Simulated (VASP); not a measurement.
Input:

```
CELL_PARAMETERS angstrom
      3.21421     0.00000     0.00000
      0.00000     3.21421     0.00000
      0.00000     0.00000     3.21421
ATOMIC_POSITIONS crystal
  Ni 0.00000 0.00000 0.00000
  Sb 0.50000 0.50000 0.50000
```

The numbers are results of PBEsol GGA, VASP's PBE PAW potentials (set 64) (plane waves; VASP 6.6.1), not measurements. Numerical set-up: 400 eV cut-off, 13×13×13 Γ-centred mesh, tetrahedra with Blöchl corrections, potentials Ni Sb.

Unless said otherwise, spin-orbit coupling is left out, though it shifts the bands of the heavy elements here.

Q: What does the run give for the energy per atom (σ→0), band gap (on the k-mesh) with the smallest direct gap where there is one?

A: 
```json
{
  "band gap (on the k-mesh)": "none (metal, semimetal or under 0.01 eV)",
  "energy per atom (σ→0)": "-5.261 eV/atom"
}
```

The absolute energy has meaning only against runs of the same code, potentials and settings.

The structure was generated: NiSb was put into the CsCl type type (Pm-3m), which need not be its known phase. It was relaxed first, which changed the volume by -17 %. The run is not spin-polarised, so no magnetic state was tried. The electron count is odd and the run is not spin-polarised, which forces a metal.
